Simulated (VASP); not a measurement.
A run of VASP 6.6.1 is set up as follows.

INCAR

```
SYSTEM = Pt
  PREC = Accurate
  ENCUT = 520
  EDIFF = 1E-7
  ISMEAR = 0
  SIGMA = 0.1
  LREAL = .False.
  LASPH = .True.
  NELM = 80
  ALGO = Fast
  ISIF = 3
  LWAVE = .False.
  LCHARG = .False.
  GGA = PS
  IBRION = 2
  NSW = 80
  EDIFFG = -0.002
  KPAR = 4
```

The input KPOINTS:

```
Automatic mesh
0
Gamma
  18 18 18
  0 0 0
```

The input POSCAR:

```
Pt                                      
1.0
   -0.0000000000      1.9580200978      1.9580200978
    1.9580200978     -0.0000000000      1.9580200978
    1.9580200978      1.9580200978     -0.0000000000
  Pt            
     1
Direct
     0.0000000000000000    0.0000000000000000    0.0000000000000000
```

Potentials or basis: VASP PAW PBE potentials, release 64 (Pt).

The run is started by

```sh
$ cat potpaw_PBE.64/Pt/POTCAR > POTCAR
$ mpirun -np 4 vasp_std > vasp.out
```

(1) Estimate the band gap on the k mesh.

## Answers

(1) none (metal or under the smearing width).
